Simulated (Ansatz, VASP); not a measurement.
# Si2Mo in two plane-wave programs

One calculation is typed for both programs; each brings its own data sets. How far apart do they land? The structure shown is the start of the Ansatz relaxation below; VASP solves that cell, so the two are compared at the walk's first step.

Calculated with Ansatz 0.2.0; plane waves, with VASP 6.6.1 beside it; single point at PBEsol.

### Step 1. Starting point

It takes space group I4/mmm (No. 139, tetragonal). Conventional cell: a = 3.074 Å, b = 3.074 Å, c = 7.581 Å, α = 90.00°, β = 90.00°, γ = 90.00°. Si has 5 Mo at 2.51 to 2.53 Å and 5 Si at 2.52 Å nearest. Mo has 10 Si at 2.51 to 2.53 Å nearest. Farther neighbours are not listed.

### Step 2. Ansatz: relaxation, PBEsol

Ansatz runs on its PAW soft_1 files.

The two programs are compared at the cell with which this relaxation starts, whose forces are those of its first step.

File input.yaml:

```yaml
crystal:
  lattice:
    - [-1.5370910869, 1.5370910869, 3.7905988698]
    - [1.5370910869, -1.5370910869, 3.7905988698]
    - [1.5370910869, 1.5370910869, -3.7905988698]
  atoms:
    - { symbol: Si, position: [0.3339589593, 0.3339589593, 0.0] }
    - { symbol: Si, position: [0.6660410407, 0.6660410407, 0.0] }
    - { symbol: Mo, position: [0.0, 0.0, 0.0] }
kpoints:
  mp_grid: { grid: [20, 20, 20] }
hamiltonian:
  xc: pbesol
  pseudopotentials: { kind: paw, azcp: { folder: soft_1 }, xc_functional: pbe }
scf:
  occupations: { method: methfessel_paxton, width: 0.2 }
output:
  forces: true
  stress: true
  eigenvalues: true
relax:
  adjacent_minimum: "off"
  f_tol: 0.001
  max_steps: 60
  cell: { stress_tol: 0.01, fix: [volume] }
```

Command:

```console
ansatz run input.yaml --threads 4 --pin off --max-ram 10240MiB --backend cpu --events-out ev --progress --plain --runs-dir out
```

Numbers of over 12 decimals in the logs are rounded to 6 here.

The log of the run:

```text
basis.fft_grid_basis auto: the FFT boxes are laid along the combinations [[1, 0, 1], [0, 1, 1], [0, 0, 1]] of the cell's own vectors, 3.074, 3.074 and 4.370 Å long. The dense box has 24×24×30 points. Along the cell's own vectors, as sized, it would have 30×30×30, 1.56 times as many. Of the 16 symmetry operations that the crystal satisfies within crystal.symmetry.tolerance (time reversal apart; of a slab, those that k [...]
Engine: ansatz 0.2.0, x86_64-unknown-linux-gnu
Pseudopotentials: kind: paw
Pseudopotential: Si, paw, valence charge 4, recommended cutoff 420 eV (normal), soft_1/Si.paw.azcp
Pseudopotential: Mo, paw, valence charge 14, recommended cutoff 420 eV (normal), soft_1/Mo.paw.azcp
Functional definition: PBEsol
  exchange = pbesol_x
  correlation = pbesol_c
Crystal: 3 atoms, lattice volume = 35.823 Å³
Basis set: ecut = 420 eV, 697 PW (Γ), FFT grids on a1+a3, a2+a3, a3, exchange–correlation on 48×48×60 points (8 copies of the dense FFT grid, shifted against one another)
Bands: 15, of which v1, the nominal top of the filled ones, is band 11 counted from 1 (10 counted from 0)
Symmetry: 16 space group operations
Space group: I4/mmm (ITA 139), of the structure as read, at distance tolerance 3.3e-5 Å
k-points: 641 of 8000
Non-local potential: Si, projectors of the file, l = 0: 2, l = 1: 2, l = 2: 1
Non-local potential: Mo, projectors of the file, l = 0: 3, l = 1: 2, l = 2: 2, l = 3: 1
PAW form: soft (Blöchl's): semilocal exchange-correlation on the pseudo side does not see the compensation charge
PAW frozen core: Si, regenerated for the run's functional, and the local potential with it (the file was generated under x = pbe(κ = 0.804, μ = 0.219515), c = pbe(β = 0.066725))
PAW frozen core: Mo, regenerated for the run's functional, and the local potential with it (the file was generated under x = pbe(κ = 0.804, μ = 0.219515), c = pbe(β = 0.066725))
PAW one-centre angular grid: Si, 110 points (default); XC on 64 Gauss nodes
PAW one-centre angular grid: Mo, 590 points (default); XC on 64 Gauss nodes
Initial density: superposition of atomic densities (chi_scale 0.1, normalization cell, long waves kept (reshape's long-wave potential 0.00 eV rms))
Initial wavefunctions: pseudopotential atomic-orbital guess
Functional: x = pbesol(κ = 0.804, μ = 0.123457), c = pbesol(β = 0.046)
SCF iter   1: F=—  HF=-6143.084671 eV  |F-HF|=—  |Δ(HF+E_count)|=         —  Δρ=9.29e-2  dr2=4.23e0  ethr=3.10e-3  ⟨swp⟩=5.6  Hψ=57201  notcnv=0
preconditioner: auto → Kerker (q_TF=auto, 2.515 Å⁻¹)  [metal: Δε(μ)=0.039 eV  Ē_g=8.849 eV  σ=0.200 eV  W_gap=0.16  n_scr=10 (ndim 8)  ℏωp=23.2 eV  f_vac=0.000  D(μ)=0.25/eV (n_scr^D=0)]
SCF iter   2: F=—  HF=-6142.051807 eV  |F-HF|=—  |Δ(HF+E_count)|=    1.03e0  S|Δr|=    0.00e0  Δρ=3.44e-2  dr2=3.17e-1  ethr=3.10e-3  ⟨swp⟩=2.1  Hψ=23766  notcnv=0  defer=3
SCF iter   3: F=—  HF=-6141.983310 eV  |F-HF|=—  |Δ(HF+E_count)|=   6.85e-2  S|Δr|=    0.00e0  Δρ=1.42e-2  dr2=5.06e-2  ethr=1.44e-3  ⟨swp⟩=2.1  Hψ=14816  notcnv=0  defer=3
SCF iter   4: F=—  HF=-6141.972342 eV  |F-HF|=—  |Δ(HF+E_count)|=   1.10e-2  S|Δr|=    0.00e0  Δρ=2.36e-3  dr2=2.05e-3  ethr=2.30e-4  ⟨swp⟩=2.6  Hψ=14166  notcnv=0  defer=3
SCF iter   5: F=—  HF=-6141.971764 eV  |F-HF|=—  |Δ(HF+E_count)|=   5.78e-4  S|Δr|=    0.00e0  Δρ=3.27e-4  dr2=6.71e-5  ethr=9.34e-6  ⟨swp⟩=2.8  Hψ=16121  notcnv=0  defer=3
SCF iter   6: F=—  HF=-6141.971749 eV  |F-HF|=—  |Δ(HF+E_count)|=   1.52e-5  S|Δr|=    0.00e0  Δρ=3.42e-5  dr2=6.38e-7  ethr=3.05e-7  ⟨swp⟩=2.3  Hψ=13002  notcnv=0  defer=3
SCF iter   7: F=-6141.971749 eV  HF=-6141.971749 eV  |F-HF|=7.99e-9  |Δ(HF+E_count)|=   1.58e-7  S|Δr|=    0.00e0  Δρ=4.96e-6  dr2=1.06e-8  ethr=4.55e-10  ⟨swp⟩=6.5  Hψ=47666  notcnv=0
SCF 1 converged in 7 iterations: F = -6141.971749 eV  dr2 = 1.06e-8
  greatest PAW one-centre occupation: 0.999 electrons in one spin orbital (limit 2), on the Mo atom at site 2 (counted from 0), in its partial waves of l = 0
relax step   1: F+E_penalty+E_count = -6141.97174859 eV  Δ(F+E_penalty+E_count) = +0.000e0 eV  max|allowed force component| = 5.174e-2 eV/Å  Δτ_max = 0.0000 Å  P = +29.083 GPa  Ω = 35.823 Å³  fix = [volume]  reactions: volume +29.083 GPa  (7 SCF iters, dr2 threshold 1.00e-7 eV, accepted)
[...]
relax step   2: F+E_penalty+E_count = -6141.97194934 eV  Δ(F+E_penalty+E_count) = -2.008e-4 eV  max|allowed force component| = 1.787e-2 eV/Å  Δτ_max = 0.0014 Å  P = +29.001 GPa  Ω = 35.823 Å³  energy of the carried Pulay correction = -8.222e-19 eV  fix = [volume]  reactions: volume +29.001 GPa  (3 SCF iters, dr2 threshold 3.00e-7 eV, accepted)
[...]
relax step   3: F+E_penalty+E_count = -6141.97196282 eV  Δ(F+E_penalty+E_count) = -1.348e-5 eV  max|allowed force component| = 6.982e-3 eV/Å  Δτ_max = 0.0004 Å  P = +28.997 GPa  Ω = 35.823 Å³  energy of the carried Pulay correction = -8.222e-19 eV  fix = [volume]  reactions: volume +28.997 GPa  (4 SCF iters, dr2 threshold 2.95e-8 eV, accepted)
[...]
relax step   4: F+E_penalty+E_count = -6141.97196523 eV  Δ(F+E_penalty+E_count) = -2.413e-6 eV  max|allowed force component| = 1.506e-5 eV/Å  Δτ_max = 0.0003 Å  P = +28.995 GPa  Ω = 35.823 Å³  energy of the carried Pulay correction = -8.222e-19 eV  fix = [volume]  reactions: volume +28.995 GPa  (4 SCF iters, dr2 threshold 4.57e-9 eV, accepted)
[...]
relax step   5: F+E_penalty+E_count = -6141.97196536 eV  Δ(F+E_penalty+E_count) = -1.312e-7 eV  max|allowed force component| = 1.642e-5 eV/Å  Δτ_max = 0.0000 Å  P = +28.995 GPa  Ω = 35.823 Å³  fix = [volume]  reactions: volume +28.995 GPa  stress off target by 9.30e-4 GPa on what of the cell is left free  SCF on the basis re-selected at this cell (its energy is not comparable with the rows above)  (5 SCF iters)
basis re-selected at this cell: Δ(F+E_penalty+E_count) = -1.312e-7 eV, ΔP = -0.000 GPa vs the last step (what re-selecting the basis moved, of the pressure what is left beyond the Pulay correction that the steps carried, after the strain that the cell walked since its last selection, with what the two solves' SCF thresholds leave and, on support functions, any second-order correction that the steps lacked; it is no m [...]
SCF converged after 5 iterations
Stability not checked: this state was not tested for a lower state beside it, because cold or Methfessel-Paxton smearing, or corrected tetrahedra, fill the levels in a way that the test cannot read (fill_not_monotonic; see scf.lower_state_search)
Free energy (F): -6141.971965 eV
Harris-Foulkes:  -6141.971965 eV  (|F-HF|=1.82e-12)
Internal energy: -6141.972225 eV  (E = F + TS)
E sigma→0 (E₀):  -6141.972030 eV
Entropy (-TS):   0.000260 eV (0.087 meV/atom)
Fermi energy:    18.130354 eV
--- Per-component energies (eV) ---
  E_band       = -3.565240
  E_kinetic    = 524.204958
  E_local      = -1051.327608  (includes V_loc(G=0)·N_el)
  E_nonlocal   = 196.645645
  E_hartree    = 409.601791
  E_xc         = -296.157496
  E_vxc        = -326.801135  (∫ρ·V_xc dr)
  E_paw        = -4150.975505  (= ΣΔE_a)
  E_vpaw       = -165.490814  (= ΣTr[D̂ρ^β])
  E_aug_tail   = 0.000131  (compensation charges beyond the density's cutoff)
  E_ewald      = -1774.236563
  E_core_change = 0.272421  (= ΣΔE_core)
  E_smearing   = 0.000260  (= −TS)
  E_closure    = 0.000000  (closes the sum)
  Σ components = -6141.971965   (vs F -6141.971965, Δ=0.00e0)
--- Forces (eV/Å), atoms counted from 1 ---
  atom   1  Si     0.00000000    -0.00000000     0.00001642
  atom   2  Si     0.00000000     0.00000000    -0.00001642
  atom   3  Mo    -0.00000000     0.00000000    -0.00000000
  max |Σ_I F_I| component: 3.39e-21 eV/Å
--- Stress (GPa, compression-positive) ---
       28.994204       0.000000      -0.000000
        0.000000      28.994204       0.000000
        0.000000       0.000000      28.995599
  P = ⅓ Tr σ = 28.9947 GPa (289.947 kbar)
--- Band table (eV; the first three rows and the last of 641) ---
  k-point 0: bands = [... 7 lower, 14.7999, 15.1953, 15.1953, 18.6387, 20.8291, 22.0769, 22.1672, 22.1672]
  k-point 1: bands = [... 7 lower, 14.5142, 14.9443, 15.7133, 18.2902, 21.0998, 21.7678, 22.0578, 22.2143]
  k-point 2: bands = [... 7 lower, 14.3357, 14.6213, 16.3094, 17.4353, 21.3101, 21.6618, 21.9893, 22.3348]
  k-point 640: bands = [... 7 lower, 15.5191, 17.4505, 17.4505, 17.7242, 17.7242, 18.8044, 23.1923, 24.1214]
--- Relaxed structure (4 steps of the walk, 4 accepted, 1 SCFs on fresh bases) ---
  F+E_penalty+E_count = -6141.97196536 eV   max|allowed force component| = 1.642e-5 eV/Å   (the final SCF, on the basis selected at the relaxed cell)
  cell:  # Å, volume = 35.8234 Å³
    - [-1.536211, 1.536211, 3.794942]
    - [1.536211, -1.536211, 3.794942]
    - [1.536211, 1.536211, -3.794942]
  atoms:
    - { symbol: Si, position: [0.333690, 0.333690, 0] }
    - { symbol: Si, position: [0.666310, 0.666310, 0] }
    - { symbol: Mo, position: [0, 0, 0] }
```

Reading the cycles: dr2 is the Hartree energy of the density residual (eV), the measure of convergence; HF is the Harris–Foulkes estimate of the energy, which meets the free energy F at convergence.

### Step 3. VASP: single point, PBEsol, start cell, pair 1

The same cell, functional, mesh and smearing now go to VASP, with its own data sets.

Lines of VASP's logs that name or quote its potential files are left out, and so is its time.

File INCAR:

```
SYSTEM = Si2Mo
PREC = Accurate
ENCUT = 400
EDIFF = 1E-06
NELM = 120
ISMEAR = 1
SIGMA = 0.2
LREAL = .FALSE.
ALGO = Normal
GGA = PS
NBANDS = 17
LASPH = .TRUE.
LORBIT = 11
LWAVE = .FALSE.
LCHARG = .FALSE.
ISIF = 2
GGA_COMPAT = .FALSE.
KPAR = 2
```

File POSCAR:

```
Si2Mo
1.0
   -1.5370910000      1.5370910000      3.7905990000
    1.5370910000     -1.5370910000      3.7905990000
    1.5370910000      1.5370910000     -3.7905990000
Si Mo
2 1
Direct
    0.3339589600      0.3339589600      0.0000000000
    0.6660410400      0.6660410400      0.0000000000
    0.0000000000      0.0000000000      0.0000000000
```

File KPOINTS:

```
Automatic mesh
0
Gamma
20 20 20
0 0 0
```

The projector-augmented-wave data sets are Si and Mo_sv (PBE family, release 64).

Command:

```console
mpirun -np 2 vasp_std
```

The log of the run:

```text
[banner, memory and clock lines left out]
running    2 mpi-ranks, on    1 nodes
 distrk:  each k-point on    1 cores,    2 groups
 distr:  one band on    1 cores,    1 groups

 POSCAR found type information on POSCAR SiMo
 POSCAR found :  2 types and       3 ions
|                                                                             |
|               ----> ADVICE to this user running VASP <----                  |
|                                                                             |
|     You enforced a specific xc type in the INCAR file but a different       |
|     [... a line on the potential file left out ...]
|     I HOPE YOU KNOW WHAT YOU ARE DOING!                                     |
|                                                                             |

 LDA part: xc-table for (Slater+PW92), standard interpolation
 POSCAR, INCAR and KPOINTS ok, starting setup
 FFT: planning ... GRIDC
 FFT: planning ... GRID_SOFT
 FFT: planning ... GRID
 WAVECAR not read
 entering main loop
       N       E                     dE             d eps       ncg     rms          rms(c)
DAV:   1     0.989371022547E+02    0.98937E+02   -0.99636E+03 21954   0.102E+03
DAV:   2    -0.234749825052E+02   -0.12241E+03   -0.12031E+03 27335   0.281E+02
DAV:   3    -0.256080819962E+02   -0.21331E+01   -0.21186E+01 26806   0.341E+01
DAV:   4    -0.256174414773E+02   -0.93595E-02   -0.93544E-02 27001   0.259E+00
DAV:   5    -0.256174982152E+02   -0.56738E-04   -0.56735E-04 26402   0.190E-01    0.292E+01
DAV:   6    -0.248705350154E+02    0.74696E+00   -0.46932E+00 23660   0.154E+01    0.767E+00
DAV:   7    -0.247727895222E+02    0.97745E-01   -0.54593E-01 22985   0.473E+00    0.587E+00
DAV:   8    -0.247390231280E+02    0.33766E-01   -0.83418E-02 23971   0.226E+00    0.441E-01
DAV:   9    -0.247382480085E+02    0.77512E-03   -0.14720E-03 26355   0.324E-01    0.215E-01
DAV:  10    -0.247381532522E+02    0.94756E-04   -0.36424E-04 25374   0.165E-01    0.617E-02
DAV:  11    -0.247381457854E+02    0.74668E-05   -0.77007E-05 24523   0.661E-02    0.184E-02
DAV:  12    -0.247381455029E+02    0.28250E-06   -0.94998E-06 23420   0.216E-02
   1 F= -.24738146E+02 E0= -.24738243E+02  d E =0.292613E-03
```

From OUTCAR (step 3):

```text
ion  position               nearest neighbor table
   1  0.334  0.334  0.000-   3 2.51   3 2.51   3 2.51   3 2.51   2 2.52   2 2.52   2 2.52   2 2.52
                             2 2.52   3 2.53
   2  0.666  0.666  0.000-   3 2.51   3 2.51   3 2.51   3 2.51   1 2.52   1 2.52   1 2.52   1 2.52
                             1 2.52   3 2.53
   3  0.000  0.000  0.000-   2 2.51   2 2.51   2 2.51   1 2.51   2 2.51   1 2.51   1 2.51   1 2.51
                             1 2.53   2 2.53

  LATTYP: Found a body centered tetragonal cell.
 ALAT       =     3.0741820000
 C/A-ratio  =     2.4660862629

 Subroutine GETGRP returns: Found 16 space group operations
 (whereof 16 operations were pure point group operations)

The static configuration has the point symmetry D_4h.

 Found    641 irreducible k-points:

   k-points           NKPTS =    641   k-points in BZ     NKDIM =    641   number of bands    NBANDS=     17

   dimension x,y,z NGX =    30 NGY =   30 NGZ =   30
   dimension x,y,z NGXF=    60 NGYF=   60 NGZF=   60

   ENCUT  =  400.0 eV  29.40 Ry    5.42 a.u.   7.13  7.13  7.13*2*pi/ulx,y,z

   NELECT =      22.0000    total number of electrons

 k-points in reciprocal lattice and weights: Automatic mesh
   0.00000000  0.00000000  0.00000000       0.000
   0.05000000  0.00000000 -0.00000000       0.001
   0.10000000  0.00000000 -0.00000000       0.001
   0.15000000 -0.00000000  0.00000000       0.001
   0.20000000  0.00000000 -0.00000000       0.001
   0.25000000  0.00000000  0.00000000       0.001
   0.30000000 -0.00000000  0.00000000       0.001
   0.35000000  0.00000000 -0.00000000       0.001
   0.40000000  0.00000000 -0.00000000       0.001
[...]
-0.45000000 -0.45000000  0.45000000       0.000
   0.50000000  0.50000000  0.50000000       0.000

 average (electrostatic) potential at core
       1 -75.3138       2 -75.3138       3 -66.8879

 E-fermi :  13.9889

 k-point     1 :       0.0000    0.0000    0.0000
  band No.  band energies     occupation
    ...
      6       6.8573      2.00000
      7      10.3341      2.00000
      8      10.6930      2.00000
      9      11.0544      2.00000
     10      11.0544      2.00000
     11      14.4860     -0.00247
     12      16.6875     -0.00000
     13      17.9418     -0.00000
     14      18.0009      0.00000
     15      18.0009      0.00000
    ...

 k-point     2 :       0.0500    0.0000   -0.0000
  band No.  band energies     occupation
    ...
      6       6.8732      2.00000
      7      10.3178      2.00000
      8      10.3594      2.00000
      9      11.0875      2.00000
     10      11.2998      2.00000
     11      14.3128     -0.04431
     12      16.8459     -0.00000
     13      17.6796     -0.00000
     14      17.7295     -0.00000
     15      18.1869      0.00000
    ...

 k-point     3 :       0.1000    0.0000   -0.0000
  band No.  band energies     occupation
    ...
      7       9.7620      2.00000
      8      10.3820      2.00000
      9      11.1850      2.00000
     10      11.5408      2.00000
     11      13.8975      1.69098
     12      17.0953     -0.00000
     13      17.3005     -0.00000
     14      17.3168     -0.00000
     15      18.5766      0.00000
     16      19.1502      0.00000
    ...

  Total        6.4494525      6.4494525      6.6448868      0.0000000     -0.0000000      0.0000000
  in kB      288.4472743    288.4472743    297.1879372      0.0000000     -0.0000000      0.0000000
  external PRESSURE =     291.3608286 kB  Pullay stress =       0.0000000 kB

  energy-cutoff  :      400.00
  volume of cell :       35.82
      direct lattice vectors                 reciprocal lattice vectors
    -1.537091000  1.537091000  3.790599000     0.000000000  0.325289784  0.131905274
     1.537091000 -1.537091000  3.790599000     0.325289784  0.000000000  0.131905274
     1.537091000  1.537091000 -3.790599000     0.325289784  0.325289784  0.000000000

 POSITION                                       TOTAL-FORCE (eV/Angst)
 -----------------------------------------------------------------------------------
      0.00000      0.00000      2.53181        -0.000000     -0.000000     -0.059270
      0.00000      0.00000      5.04939         0.000000      0.000000      0.059270
      0.00000      0.00000      0.00000        -0.000000     -0.000000      0.000000
 -----------------------------------------------------------------------------------
    total drift:                               -0.000000      0.000000     -0.000000

  FREE ENERGIE OF THE ION-ELECTRON SYSTEM (eV)
  ---------------------------------------------------
  free  energy   TOTEN  =       -24.7381455029 eV

  energy  without entropy=      -24.7384381159  energy(sigma->0) =      -24.73824304

 total charge
# of ion       s       p       d       tot
------------------------------------------
    1        0.746   0.960   0.000   1.706
    2        0.746   0.960   0.000   1.706
    3        2.323   6.265   4.423  13.011
--------------------------------------------------
tot          3.815   8.185   4.423  16.422

[... 3 further parts left out ...]
```

The run ends at a pressure of 29.14 GPa, with forces up to 0.059 eV/Å.

### Step 4. Differences

Known differences besides the potentials themselves: the cutoff is 420 eV in Ansatz and 400 eV in VASP; Ansatz makes its cores anew for this functional, VASP keeps those of its PBE data sets. Total energies have different zeros and are not compared.

Forces (eV/Å; atoms numbered as in POSCAR):

```tsv
atom	Ansatz x, y, z	VASP x, y, z
Si1	0.000, 0.000, -0.052	0.000, 0.000, -0.059
Si2	0.000, 0.000, 0.052	0.000, 0.000, 0.059
Mo3	0.000, 0.000, 0.000	0.000, 0.000, 0.000
```

The forces differ by 3.6 meV/Å r.m.s., which is 12.7 % of the r.m.s. force of 0.028 eV/Å (both taken over all components).

### Step 5. What the set-up changes

Further runs change the set-up of one program: Ansatz's method, potentials or start, or VASP's data sets, cutoff or form of LDA. The table gives that difference for each run.

```tsv
run	r.m.s. force difference (meV/Å)
as above	3.6
VASP with a cutoff of 500 eV (perhaps on Ansatz's relaxed cell)	3.2
```

### Step 6. Ansatz: relaxation, PBEsol

The two programs are compared at the cell with which this relaxation starts, whose forces are those of its first step. The cell compared in this pair holds 36.62 Å³, against 35.82 Å³ for the pair before.

The structure compared here is the start of the Ansatz relaxation; VASP solves that cell, so the two are compared at the walk's first step.

input.yaml, the sections that differ from step 2:

```yaml
crystal:
  lattice:
    - [-1.5492354242, 1.5492354242, 3.8143234466]
    - [1.5492354242, -1.5492354242, 3.8143234466]
    - [1.5492354242, 1.5492354242, -3.8143234466]
  atoms:
    - { symbol: Si, position: [0.3342330951, 0.3342330951, 0.0] }
    - { symbol: Si, position: [0.6657669049, 0.6657669049, 0.0] }
    - { symbol: Mo, position: [0.0, 0.0, 0.0] }
# kpoints, hamiltonian, scf, output, relax: as in step 2
```

Command:

```console
ansatz run input.yaml --threads 4 --pin off --max-ram 10240MiB --backend cpu --events-out ev --progress --plain --runs-dir out
```

The log of the run:

```text
[...]
Crystal: 3 atoms, lattice volume = 36.619 Å³
Basis set: ecut = 420 eV, 761 PW (Γ), FFT grids on a1+a3, a2+a3, a3, exchange–correlation on 48×48×60 points (8 copies of the dense FFT grid, shifted against one another)
Bands: 15, of which v1, the nominal top of the filled ones, is band 11 counted from 1 (10 counted from 0)
Symmetry: 16 space group operations
[...]
--- Relaxed structure (4 steps of the walk, 4 accepted, 1 SCFs on fresh bases) ---
[...]
cell:  # Å, volume = 36.6195 Å³
    - [-1.548394, 1.548394, 3.818472]
    - [1.548394, -1.548394, 3.818472]
    - [1.548394, 1.548394, -3.818472]
  atoms:
    - { symbol: Si, position: [0.333959, 0.333959, 0] }
    - { symbol: Si, position: [0.666041, 0.666041, 0] }
    - { symbol: Mo, position: [0, 0, 0] }
[key lines of the parts left out:]
SCF converged after 5 iterations
Free energy (F): -6142.098058 eV
Fermi energy:    17.683385 eV
P = ⅓ Tr σ = 21.8868 GPa (218.868 kbar)
```

(Part 1 of 2 ends here.)

[Lines on the potential files, build, host, timing and source positions are cut from VASP's logs without a mark.]

[Logs are printed without paths, hosts, clocks, repeated set-up lines and the standing remarks that a program may print on its own settings, such as how far it seeks lower states.]

[Hosts, paths, dates, database ids (printed as entryN), source tags and the programs' standing remarks are cut or masked in the printed files.]

[Rows of further runs with another cutoff or data set may stand on the cell that Ansatz relaxed, not on the start cell of the pair above them.]
